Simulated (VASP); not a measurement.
# InSbN2 with LDA: from relaxation to properties, part 3 of 5

Aim: relax InSbN2, then compute properties on the relaxed cell. The cell is invented: it takes the structure of a Materials Project entry for InGaN2 (space group 156 there), with some of its atoms replaced by other elements, volume scaled by an estimate. It may not be a known or stable phase.

VASP 6.6.1; LDA; plane waves and PAW (Sb, In_d, N); invented cell.

So far. Step 3 (Full relaxation (LDA)): It ends with a largest force of 0.007 eV/Å and a pressure of 0.00 GPa. Step 4 (Single point with fields (LDA)): In this run the pressure is 0.01 GPa, small enough to go on.

## 5. Band structure (LDA)

The mesh alone shows little of the dispersion and can miss band extrema, so KPOINTS_OPT adds a path through the symmetry points after the self-consistent cycle.

INCAR reads:

```
SYSTEM = InSbN2
PREC = Accurate
ENCUT = 520
EDIFF = 1E-06
NELM = 100
ISMEAR = 0
SIGMA = 0.05
LREAL = .FALSE.
ALGO = Normal
GGA = CA
NBANDS = 28
LORBIT = 11
LWAVE = .FALSE.
LCHARG = .FALSE.
KPAR = 2
```

POSCAR reads:

```
InSbN2
1.0
    3.7922565439      0.0000000000      0.0000000000
   -1.8961282720      3.2841894954      0.0000000000
    0.0000000000      0.0000000000      5.1914643668
Sb In N
1 1 2
Direct
    0.6666666700      0.3333333300      0.5280245363
    0.0000000000      0.0000000000      0.0132476140
    0.6666666700      0.3333333300      0.1205562738
    0.0000000000      0.0000000000      0.5797705760
```

KPOINTS reads:

```
Automatic mesh
0
Gamma
6 6 4
0 0 0
```

KPOINTS_OPT reads:

```
Line mode
16
Line-mode
Reciprocal
  0.00000000   0.00000000   0.00000000 GAMMA
  0.50000000   0.00000000   0.00000000 M

  0.50000000   0.00000000   0.00000000 M
  0.33333333   0.33333333   0.00000000 K

  0.33333333   0.33333333   0.00000000 K
  0.00000000   0.00000000   0.00000000 GAMMA

  0.00000000   0.00000000   0.00000000 GAMMA
  0.00000000   0.00000000   0.50000000 A

  0.00000000   0.00000000   0.50000000 A
  0.50000000   0.00000000   0.50000000 L

  0.50000000   0.00000000   0.50000000 L
  0.33333333   0.33333333   0.50000000 H

  0.33333333   0.33333333   0.50000000 H
  0.00000000   0.00000000   0.50000000 A

  0.50000000   0.00000000   0.50000000 L
  0.50000000   0.00000000   0.00000000 M

  0.33333333   0.33333333   0.00000000 K
  0.33333333   0.33333333   0.50000000 H
```

Potentials, in the order of the species: Sb, In_d and N (LDA family, release 64).

Started as:

```sh
mpirun -np 2 vasp_std
```

Log:

```text
[... set-up lines as in an earlier step ...]
 entering main loop
       N       E                     dE             d eps       ncg     rms          rms(c)
DAV:   1     0.245199195647E+03    0.24520E+03   -0.11908E+04  1384   0.111E+03
DAV:   2     0.484608614361E+01   -0.24035E+03   -0.21935E+03  1460   0.332E+02
DAV:   3    -0.273771161532E+02   -0.32223E+02   -0.31313E+02  1668   0.107E+02
DAV:   4    -0.285792350823E+02   -0.12021E+01   -0.11977E+01  1560   0.214E+01
DAV:   5    -0.286174293254E+02   -0.38194E-01   -0.38187E-01  1948   0.395E+00    0.128E+01
DAV:   6    -0.248079389267E+02    0.38095E+01   -0.17218E+01  2028   0.339E+01    0.792E+00
DAV:   7    -0.246017073098E+02    0.20623E+00   -0.14900E+00  1508   0.895E+00    0.298E+00
DAV:   8    -0.245594086157E+02    0.42299E-01   -0.26928E-01  1540   0.277E+00    0.761E-01
DAV:   9    -0.245456654369E+02    0.13743E-01   -0.18797E-02  1952   0.137E+00    0.291E-01
DAV:  10    -0.245447730745E+02    0.89236E-03   -0.34026E-03  1592   0.351E-01    0.153E-01
DAV:  11    -0.245446637913E+02    0.10928E-03   -0.13802E-03  1496   0.228E-01    0.775E-02
DAV:  12    -0.245446404385E+02    0.23353E-04   -0.88050E-05  1648   0.695E-02    0.439E-02
DAV:  13    -0.245446364714E+02    0.39670E-05   -0.37894E-05  1620   0.430E-02    0.701E-03
DAV:  14    -0.245446365802E+02   -0.10873E-06   -0.28495E-06  1332   0.911E-03
   1 F= -.24544637E+02 E0= -.24544185E+02  d E =-.903408E-03
 Start KPOINTS_OPT (optional k-point list driver)
k-point batch [1-24\144]
       N       E                     dE             ncg
DAV:   1     0.489240167901E+04   -0.90931E+04     1376
DAV:   2    -0.509590610746E+03   -0.54020E+04     1432
DAV:   3    -0.118108605809E+04   -0.67150E+03     1740
DAV:   4    -0.120595172344E+04   -0.24866E+02     1548
DAV:   5    -0.120678195715E+04   -0.83023E+00     1900
DAV:   6    -0.120679818965E+04   -0.16233E-01     1640
DAV:   7    -0.120679884218E+04   -0.65253E-03     1916
DAV:   8    -0.120679884864E+04   -0.64573E-05     1336
DAV:   9    -0.120679884883E+04   -0.19433E-06      952
[...]
k-point batch [121-144\144]
       N       E                     dE             ncg
DAV:   1     0.489838502280E+04   -0.18443E+05     1364
DAV:   2    -0.524906397718E+03   -0.54233E+04     1452
DAV:   3    -0.121622122081E+04   -0.69131E+03     1700
DAV:   4    -0.124314366853E+04   -0.26922E+02     1576
DAV:   5    -0.124401795326E+04   -0.87428E+00     1900
DAV:   6    -0.124404044025E+04   -0.22487E-01     1700
DAV:   7    -0.124404103041E+04   -0.59016E-03     1956
DAV:   8    -0.124404103879E+04   -0.83881E-05     1480
DAV:   9    -0.124404103898E+04   -0.18796E-06     1088
```

Run time: 1.8 min. Hardware: 2 MPI ranks of Intel Xeon Platinum 8375C at 2.90GHz (Ice Lake), shared host; peak memory 0.39 GiB; 3.5 min of CPU time.

OUTCAR, selected parts (step 5):

```text
   k-points           NKPTS =     24   k-points in BZ     NKDIM =     24   number of bands    NBANDS=     28

   NELECT =      28.0000    total number of electrons

 E-fermi :   8.2331

 k-point     1 :       0.0000    0.0000    0.0000
  band No.  band energies     occupation
    ...
     11       3.7848      2.00000
     12       5.5656      2.00000
     13       5.6732      2.00000
     14       5.6732      2.00000
     15       6.9308      2.00000
     16      11.0832      0.00000
     17      11.0832      0.00000
     18      13.1014      0.00000
     19      14.6988      0.00000
     20      14.6988      0.00000
    ...

  Total        0.0068356      0.0068356      0.0009443     -0.0000000      0.0000000      0.0000000
  in kB        0.1693846      0.1693845      0.0234005     -0.0000000      0.0000000      0.0000000
  external PRESSURE =       0.1207232 kB  Pullay stress =       0.0000000 kB

 POSITION                                       TOTAL-FORCE (eV/Angst)
 -----------------------------------------------------------------------------------
      1.89613      1.09473      2.74122         0.000000      0.000000     -0.001879
      0.00000      0.00000      0.06877        -0.000000      0.000000      0.003784
      1.89613      1.09473      0.62586        -0.000000      0.000000     -0.006381
      0.00000      0.00000      3.00986         0.000000     -0.000000      0.004475
 -----------------------------------------------------------------------------------
    total drift:                               -0.000014      0.000025      0.000320

  FREE ENERGIE OF THE ION-ELECTRON SYSTEM (eV)
  ---------------------------------------------------
  free  energy   TOTEN  =       -24.5446365802 eV

  energy  without entropy=      -24.5437331722  energy(sigma->0) =      -24.54418488

[... 8 parts as in an earlier step ...]

[... 8 further parts left out ...]
```

Spin-orbit coupling is off here; with elements this heavy it splits and shifts levels by tenths of an eV or more.

This step gave:

```
SCF cycles : 14
bands      : 28
pressure   : 0.01207 GPa
```

Electronic bands along the path, in eV, zero at the Fermi level; # counts the bands kept, so #1 is VASP's band 8:

| point | #4 | #5 | #6 | #7 | #8 | #9 | #10 | #11 |
| --- | --- | --- | --- | --- | --- | --- | --- | --- |
| Γ | -4.45 | -2.67 | -2.56 | -2.56 | -1.30 | 2.85 | 2.85 | 4.87 |
| 0.53 of the way | -5.26 | -3.18 | -2.94 | -1.64 | 0.55 | 2.26 | 4.12 | 4.50 |
| M | -5.77 | -4.15 | -3.27 | -1.47 | 1.27 | 2.93 | 3.44 | 4.99 |
| 0.53 of the way | -5.65 | -4.33 | -3.84 | -0.18 | 2.01 | 2.89 | 3.28 | 4.80 |
| K | -5.34 | -4.60 | -4.24 | 0.75 | 2.58 | 2.98 | 3.58 | 3.70 |
| 0.53 of the way | -5.02 | -3.23 | -3.09 | -1.26 | 0.81 | 1.93 | 4.03 | 4.65 |
| Γ | -4.45 | -2.67 | -2.56 | -2.56 | -1.30 | 2.85 | 2.85 | 4.87 |
| 0.53 of the way | -4.30 | -2.70 | -2.70 | -2.57 | -0.34 | 2.77 | 2.77 | 3.96 |
| A | -4.16 | -2.84 | -2.84 | -2.19 | 0.47 | 2.72 | 2.72 | 2.93 |
| 0.47 of the way | -4.11 | -3.30 | -3.24 | -1.06 | 1.07 | 1.75 | 2.81 | 3.98 |
| L | -3.97 | -3.83 | -3.02 | -1.06 | 0.80 | 2.42 | 3.32 | 4.17 |
| 0.47 of the way | -4.55 | -3.64 | -2.71 | -0.16 | 1.14 | 2.29 | 3.48 | 4.02 |
| H | -5.17 | -3.48 | -2.51 | 1.01 | 1.72 | 1.89 | 3.21 | 3.89 |
| 0.47 of the way | -3.99 | -3.77 | -3.03 | -0.32 | 1.19 | 1.57 | 3.00 | 4.32 |
| A | -4.16 | -2.84 | -2.84 | -2.19 | 0.47 | 2.72 | 2.72 | 2.93 |
| jump to L | -3.97 | -3.83 | -3.02 | -1.06 | 0.80 | 2.42 | 3.32 | 4.17 |
| 0.53 of the way | -5.15 | -3.50 | -3.37 | -1.42 | 1.04 | 2.63 | 3.57 | 4.63 |
| M | -5.77 | -4.15 | -3.27 | -1.47 | 1.27 | 2.93 | 3.44 | 4.99 |
| jump to K | -5.34 | -4.60 | -4.24 | 0.75 | 2.58 | 2.98 | 3.58 | 3.70 |
| 0.47 of the way | -4.62 | -4.54 | -3.57 | 0.82 | 2.34 | 3.11 | 3.25 | 3.71 |
| H | -5.17 | -3.48 | -2.51 | 1.01 | 1.72 | 1.89 | 3.21 | 3.89 |

Of the projections kept (Sb, In, N), the largest for each band there; the rest of the weight can lie on other orbitals:

| point | #4 | #5 | #6 | #7 | #8 | #9 | #10 | #11 |
| --- | --- | --- | --- | --- | --- | --- | --- | --- |
| Γ | N 0.70 | N 0.79 | N 0.84 | N 0.84 | In 0.51 | Sb 0.79 | Sb 0.79 | N 0.77 |
| M | N 0.62 | N 0.71 | N 0.78 | Sb 0.57 | In 0.56 | N 0.72 | N 0.61 | N 0.50 |
| K | N 0.60 | N 0.68 | N 0.71 | N 0.72 | N 0.57 | In 0.51 | N 0.74 | Sb 0.75 |
| Γ | N 0.70 | N 0.79 | N 0.84 | N 0.84 | In 0.51 | Sb 0.79 | Sb 0.79 | N 0.77 |
| A | N 0.72 | N 0.79 | N 0.79 | N 0.49 | N 0.54 | Sb 0.80 | Sb 0.80 | Sb 0.41 |
| L | N 0.74 | N 0.73 | N 0.77 | Sb 0.58 | N 0.40 | N 0.57 | In 0.44 | N 0.63 |

There is no gap at this level.

## 6. Density of states (LDA)

Here the states are counted by energy and projected on the atoms. The mesh is finer than in the run before.

INCAR, as its differences from that of step 5:

```diff
@@ -5,3 +5,3 @@
 NELM = 100
-ISMEAR = 0
+ISMEAR = -5
 SIGMA = 0.05
@@ -15 +15,2 @@
 KPAR = 2
+NEDOS = 2001
```

POSCAR is that of step 5.

KPOINTS reads:

```
Automatic mesh
0
Gamma
9 9 6
0 0 0
```

Started as:

```sh
mpirun -np 2 vasp_std
```

Log:

```text
[... set-up lines as in an earlier step ...]
 entering main loop
       N       E                     dE             d eps       ncg     rms          rms(c)
DAV:   1     0.243879857765E+03    0.24388E+03   -0.11882E+04  3528   0.111E+03
DAV:   2     0.423525310238E+01   -0.23964E+03   -0.21846E+03  3728   0.322E+02
DAV:   3    -0.274078342040E+02   -0.31643E+02   -0.30642E+02  4264   0.107E+02
DAV:   4    -0.285811153101E+02   -0.11733E+01   -0.11694E+01  4056   0.211E+01
DAV:   5    -0.286204490749E+02   -0.39334E-01   -0.39345E-01  5024   0.398E+00    0.128E+01
DAV:   6    -0.248178109078E+02    0.38026E+01   -0.17418E+01  5220   0.340E+01    0.796E+00
DAV:   7    -0.245979953522E+02    0.21982E+00   -0.15424E+00  3964   0.934E+00    0.300E+00
DAV:   8    -0.245606364835E+02    0.37359E-01   -0.27376E-01  4008   0.288E+00    0.872E-01
DAV:   9    -0.245431476566E+02    0.17489E-01   -0.29204E-02  4564   0.136E+00    0.383E-01
DAV:  10    -0.245415988017E+02    0.15489E-02   -0.85096E-03  4300   0.600E-01    0.174E-01
DAV:  11    -0.245414490470E+02    0.14975E-03   -0.21004E-03  3920   0.293E-01    0.840E-02
DAV:  12    -0.245413366278E+02    0.11242E-03   -0.10644E-04  4528   0.768E-02    0.458E-02
DAV:  13    -0.245413488701E+02   -0.12242E-04   -0.55363E-05  4180   0.541E-02    0.733E-03
DAV:  14    -0.245413535264E+02   -0.46563E-05   -0.32486E-06  3612   0.104E-02    0.372E-03
DAV:  15    -0.245413533081E+02    0.21828E-06   -0.12914E-07  2204   0.396E-03
   1 F= -.24541353E+02 E0= -.24541353E+02  d E =0.000000E+00
 -----------------------------------------------------------------------------
|                                                                             |
|           W    W    AA    RRRRR   N    N  II  N    N   GGGG   !!!           |
|           W    W   A  A   R    R  NN   N  II  NN   N  G    G  !!!           |
|           W    W  A    A  R    R  N N  N  II  N N  N  G       !!!           |
|           W WW W  AAAAAA  RRRRR   N  N N  II  N  N N  G  GGG   !            |
|           WW  WW  A    A  R   R   N   NN  II  N   NN  G    G                |
|           W    W  A    A  R    R  N    N  II  N    N   GGGG   !!!           |
|                                                                             |
|     Tetrahedron method does not include variations of the Fermi             |
|     occupations, so forces and stress will be inaccurate. We suggest        |
|     using a different smearing scheme ISMEAR = 1 or 2 for metals in         |
|     relaxations.                                                            |
|                                                                             |
 -----------------------------------------------------------------------------
```

The job ended after 66 s (2 MPI ranks; peak memory 0.44 GiB).

Parts of OUTCAR (step 6):

```text
   k-points           NKPTS =     62   k-points in BZ     NKDIM =     62   number of bands    NBANDS=     28

   NELECT =      28.0000    total number of electrons

 E-fermi :   8.4725

 k-point     1 :       0.0000    0.0000    0.0000
  band No.  band energies     occupation
    ...
     11       3.7605      2.00000
     12       5.5694      2.00000
     13       5.6921      2.00000
     14       5.6921      2.00000
     15       6.9553      2.00000
     16      11.0513      0.00000
     17      11.0513      0.00000
     18      13.0960      0.00000
     19      14.7236      0.00000
     20      14.7236      0.00000
    ...

  Total       -0.0164319     -0.0164319      0.0306473      0.0000000     -0.0000000     -0.0000000
  in kB       -0.4071766     -0.4071764      0.7594276      0.0000000     -0.0000000     -0.0000000
  external PRESSURE =      -0.0183085 kB  Pullay stress =       0.0000000 kB

 POSITION                                       TOTAL-FORCE (eV/Angst)
 -----------------------------------------------------------------------------------
      1.89613      1.09473      2.74122         0.000000      0.000000     -0.058324
      0.00000      0.00000      0.06877         0.000000      0.000000      0.051362
      1.89613      1.09473      0.62586         0.000000      0.000000     -0.042208
      0.00000      0.00000      3.00986        -0.000000     -0.000000      0.049169
 -----------------------------------------------------------------------------------
    total drift:                               -0.000014      0.000025      0.000492

  FREE ENERGIE OF THE ION-ELECTRON SYSTEM (eV)
  ---------------------------------------------------
  free  energy   TOTEN  =       -24.5413533081 eV

  energy  without entropy=      -24.5413533081  energy(sigma->0) =      -24.54135331

[... 6 parts as in an earlier step ...]

[... 10 further parts left out ...]
```

With tetrahedra the forces and stress of a metal are not exact derivatives of the energy.

This step gave:

```yaml
scf_cycles: 15
irreducible_k_points: 62
fermi_energy: 8.473 eV
pressure: -0.001831 GPa
dos_at_the_fermi_level: 0.7909 states/eV/cell
```

The density of states has structure finer than the step of the table below, so its rows give means over 0.5 eV, whole bins alone (the curve runs from -12.0 to 8.00 eV). Peaks (eV: height): total -3.15: 4.76, 1.85: 3.56, 3.14: 4.86, 6.71: 3.76; N p -3.99: 1.32, -3.15: 2.37, 3.14: 1.28, 4.38: 0.782; Sb p -5.76: 0.295, 1.85: 0.486, 3.14: 0.387, 4.38: 0.594; In p -3.15: 0.315, 3.14: 0.244, 5.67: 0.534, 6.71: 0.844; In s -7.48: 0.406, -6.83: 0.483, 0.81: 0.310, 3.14: 0.406.

States under -12.0 eV and over 8.0 eV are left out. Table of density of states by energy, zero at the Fermi level; means over each step; values in states/eV/cell:

| energy (eV) | total | N p | Sb p | In p | In s | Sb s |
| --- | --- | --- | --- | --- | --- | --- |
| -11.0 | 0 | 0 | 0 | 0 | 0 | 0 |
| -10.5 | 0.520 | 0.0633 | 0.00816 | 0.00655 | 0.00247 | 0.209 |
| -10.0 | 1.36 | 0.170 | 0.0259 | 0.0102 | 0.0162 | 0.526 |
| -9.5 | 0.833 | 0.111 | 0.0204 | 0.00426 | 0.0203 | 0.302 |
| -9.0 | 0.502 | 0.0722 | 0.0152 | 0.00287 | 0.0197 | 0.163 |
| -8.5 | 0.477 | 0.0768 | 0.0183 | 0.00564 | 0.0290 | 0.127 |
| -8.0 | 0.249 | 0.0413 | 0.00994 | 0.00358 | 0.0161 | 0.0548 |
| -7.5 | 1.18 | 0.268 | 0.0368 | 0.0283 | 0.302 | 0.0164 |
| -7.0 | 2.10 | 0.506 | 0.135 | 0.0698 | 0.363 | 0.0246 |
| -6.5 | 1.73 | 0.452 | 0.166 | 0.0428 | 0.206 | 0.0367 |
| -6.0 | 2.01 | 0.611 | 0.253 | 0.0673 | 0.0931 | 0.0339 |
| -5.5 | 1.84 | 0.624 | 0.231 | 0.0711 | 0.0655 | 0.0124 |
| -5.0 | 1.83 | 0.670 | 0.177 | 0.101 | 0.0550 | 0.00640 |
| -4.5 | 1.96 | 0.779 | 0.144 | 0.119 | 0.0450 | 0.00751 |
| -4.0 | 2.32 | 1.04 | 0.0831 | 0.208 | 0.0183 | 0.00187 |
| -3.5 | 2.57 | 1.24 | 0.0463 | 0.214 | 0.0142 | 0.00490 |
| -3.0 | 2.43 | 1.23 | 0.0397 | 0.158 | 0.0114 | 0.0113 |
| -2.5 | 0.222 | 0.0936 | 0.0141 | 0.00438 | 0.00332 | 0.0178 |
| -2.0 | 0.471 | 0.155 | 0.0480 | 0.00547 | 0.00560 | 0.0600 |
| -1.5 | 1.24 | 0.292 | 0.165 | 0.0105 | 0.0115 | 0.173 |
| -1.0 | 1.02 | 0.239 | 0.137 | 0.00815 | 0.0204 | 0.130 |
| -0.5 | 0.681 | 0.178 | 0.0724 | 0.00867 | 0.0374 | 0.0723 |
| 0.0 | 0.758 | 0.214 | 0.0567 | 0.0183 | 0.0695 | 0.0614 |
| 0.5 | 0.877 | 0.203 | 0.0354 | 0.0506 | 0.135 | 0.0285 |
| 1.0 | 1.75 | 0.322 | 0.0779 | 0.129 | 0.242 | 0.0560 |
| 1.5 | 1.32 | 0.273 | 0.128 | 0.0558 | 0.125 | 0.0382 |
| 2.0 | 2.69 | 0.608 | 0.352 | 0.0696 | 0.187 | 0.0650 |
| 2.5 | 1.25 | 0.304 | 0.148 | 0.0482 | 0.0582 | 0.0218 |
| 3.0 | 3.04 | 0.755 | 0.287 | 0.156 | 0.259 | 0.0728 |
| 3.5 | 1.40 | 0.306 | 0.207 | 0.0710 | 0.0360 | 0.0189 |
| 4.0 | 2.37 | 0.549 | 0.365 | 0.137 | 0.0526 | 0.0268 |
| 4.5 | 2.99 | 0.670 | 0.527 | 0.215 | 0.0440 | 0.0276 |
| 5.0 | 1.95 | 0.373 | 0.331 | 0.228 | 0.0315 | 0.0118 |
| 5.5 | 2.01 | 0.303 | 0.206 | 0.438 | 0.0381 | 0.00390 |
| 6.0 | 2.20 | 0.376 | 0.147 | 0.495 | 0.0219 | 0.00670 |
| 6.5 | 1.74 | 0.288 | 0.0704 | 0.425 | 0.00257 | 0.00385 |
| 7.0 | 1.92 | 0.298 | 0.0919 | 0.453 | 0.00143 | 0.00459 |
| 7.5 | 0.247 | 0.0306 | 0.0162 | 0.0594 | 2.9e-4 | 0.00117 |

Force by atom:

| atom | x (eV/Å) | y (eV/Å) | z (eV/Å) | size |
| --- | --- | --- | --- | --- |
| Sb1 | 0.0000 | 0.0000 | -0.0583 | 0.0583 |
| In2 | 0.0000 | 0.0000 | 0.0514 | 0.0514 |
| N3 | 0.0000 | 0.0000 | -0.0422 | 0.0422 |
| N4 | 0.0000 | 0.0000 | 0.0492 | 0.0492 |

The finer mesh and the other smearing move the Fermi level by +0.24 eV from the 6×6×4 run, one measure of the sampling error in the zero of the bands above. Of the states within 0.3 eV of the Fermi level, the largest shares in the PAW spheres are N p 28 %, In s 9 % and Sb s 8 %. The rest lies in smaller channels or between the spheres.

(Part 3 of 5 ends here.)

[Lines on the potential files, build, host, timing and source positions are cut from VASP's logs without a mark.]

[Logs are printed without paths, hosts, clocks, repeated set-up lines and the standing remarks that a program may print on its own settings, such as how far it seeks lower states.]

[Hosts, paths, dates, database ids (printed as entryN), source tags and the programs' standing remarks are cut or masked in the printed files.]

[A measured line is paired with the nearest computed mode of its activity, which favours agreement.]
